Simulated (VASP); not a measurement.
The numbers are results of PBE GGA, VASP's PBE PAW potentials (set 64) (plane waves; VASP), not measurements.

A VASP calculation is set up with these files.

File POSCAR:
```
Ni3Fe
1
    3.5500000000     0.0000000000     0.0000000000
    0.0000000000     3.5500000000     0.0000000000
    0.0000000000     0.0000000000     3.5500000000
Fe Ni
1 3
Direct
  0.0000000000   0.0000000000   0.0000000000
  0.0000000000   0.5000000000   0.5000000000
  0.5000000000   0.0000000000   0.5000000000
  0.5000000000   0.5000000000   0.0000000000
```

**INCAR**
```
ISMEAR  =  -1   # Fermi-Dirac
LMAXMIX  =  4   # l cut-off of mixed one-centre charges
ALGO  =  Normal   # blocked Davidson
LASPH  =  T
GGA  =  PE   # PBE
LORBIT  =  11
EDIFF  =  1E-6
LWAVE  =  F
ISIF  =  2   # forces and stress, cell fixed
LREAL  =  F
LCHARG  =  F
MAGMOM  =  3.0 3*0.5
PREC  =  Accurate
SIGMA  =  0.1   # width (eV)
SYSTEM  =  Ni3Fe
ISPIN  =  2
NELM  =  100
ENCUT  =  300   # plane-wave cut-off (eV)
```

File KPOINTS:
```
Regular mesh
0
Gamma
 8 8 8
```

POTCAR, in this order: Fe Ni (PBE.64 set). Program: vasp_std.

Output of the run:

**OSZICAR**
```
       N       E                     dE             d eps       ncg     rms          rms(c)
DAV:   1     0.184354418347E+03    0.18435E+03   -0.12198E+04  3564   0.139E+03
DAV:   2    -0.197532953233E+02   -0.20411E+03   -0.19693E+03  3540   0.309E+02
DAV:   3    -0.291171549485E+02   -0.93639E+01   -0.88840E+01  3671   0.892E+01
DAV:   4    -0.292501973947E+02   -0.13304E+00   -0.13233E+00  3817   0.102E+01
DAV:   5    -0.292535774997E+02   -0.33801E-02   -0.33790E-02  4364   0.144E+00    0.203E+01
DAV:   6    -0.271485351421E+02    0.21050E+01   -0.44269E+01  3670   0.983E+01    0.256E+01
DAV:   7    -0.300633912354E+02   -0.29149E+01   -0.26998E+01  4328   0.126E+02    0.277E+01
DAV:   8    -0.248824591852E+02    0.51809E+01   -0.18030E+01  4088   0.546E+01    0.628E+00
DAV:   9    -0.251099459589E+02   -0.22749E+00   -0.89500E-01  3778   0.117E+01    0.391E+00
DAV:  10    -0.250934563120E+02    0.16490E-01   -0.18607E-01  4687   0.921E+00    0.174E+00
DAV:  11    -0.250841524327E+02    0.93039E-02   -0.53574E-02  5025   0.350E+00    0.117E+00
DAV:  12    -0.250872322143E+02   -0.30798E-02   -0.83974E-03  4441   0.185E+00    0.420E-01
DAV:  13    -0.250873184279E+02   -0.86214E-04   -0.28455E-03  4893   0.996E-01    0.990E-02
DAV:  14    -0.250874082888E+02   -0.89861E-04   -0.34145E-04  4036   0.192E-01    0.119E-01
DAV:  15    -0.250873976475E+02    0.10641E-04   -0.69006E-05  4769   0.218E-01    0.311E-02
DAV:  16    -0.250874027834E+02   -0.51359E-05   -0.11338E-05  3860   0.361E-02    0.331E-02
DAV:  17    -0.250874026525E+02    0.13090E-06   -0.97137E-06  4000   0.814E-02
   1 F= -.25087403E+02 E0= -.25032183E+02  d E =-.110439E+00  mag=     4.7997
```

OUTCAR:
```
------------------------ aborting loop because EDIFF is reached ----------------------------------------
  FORCE on cell =-STRESS in cart. coord.  units (eV):
  Direction    XX          YY          ZZ          XY          YZ          ZX
  --------------------------------------------------------------------------------------
  Total       -0.3700739     -0.3700739     -0.3700739      0.0000000      0.0000000      0.0000000
  in kB      -13.2529931    -13.2529931    -13.2529931      0.0000000      0.0000000      0.0000000
  external PRESSURE =     -13.2529931 kB  Pullay stress =       0.0000000 kB
  volume of cell :       44.74
      direct lattice vectors                 reciprocal lattice vectors
     3.550000000  0.000000000  0.000000000     0.281690141  0.000000000  0.000000000
     0.000000000  3.550000000  0.000000000     0.000000000  0.281690141  0.000000000
     0.000000000  0.000000000  3.550000000     0.000000000  0.000000000  0.281690141
 POSITION                                       TOTAL-FORCE (eV/Angst)
 -----------------------------------------------------------------------------------
      0.00000      0.00000      0.00000         0.000000      0.000000      0.000000
      0.00000      1.77500      1.77500         0.000000      0.000000      0.000000
      1.77500      0.00000      1.77500         0.000000      0.000000      0.000000
      1.77500      1.77500      0.00000         0.000000      0.000000      0.000000
 -----------------------------------------------------------------------------------
    total drift:                               -0.000000      0.000000      0.000000
  FREE ENERGIE OF THE ION-ELECTRON SYSTEM (eV)
  ---------------------------------------------------
  free  energy   TOTEN  =       -25.0874026525 eV

  energy  without entropy=      -24.9769633517  energy(sigma->0) =      -25.03218300

 total charge

# of ion       s       p       d       tot
------------------------------------------
    1        0.472   0.500   6.103   7.075
    2        0.502   0.507   8.307   9.316
    3        0.502   0.507   8.307   9.316
    4        0.502   0.507   8.307   9.316
--------------------------------------------------
tot          1.980   2.019  31.024  35.023

 magnetization (x)

# of ion       s       p       d       tot
------------------------------------------
    1        0.012   0.001   2.890   2.903
    2       -0.015  -0.043   0.701   0.643
    3       -0.015  -0.043   0.701   0.643
    4       -0.015  -0.043   0.701   0.643
--------------------------------------------------
tot         -0.034  -0.127   4.993   4.832
```
(Selected blocks of OUTCAR.)

At this cut-off the stress carries a Pulay error, which pulls relaxed volumes low.

The structure is a typed Ni3Fe crystal. The cell was not relaxed at this level.
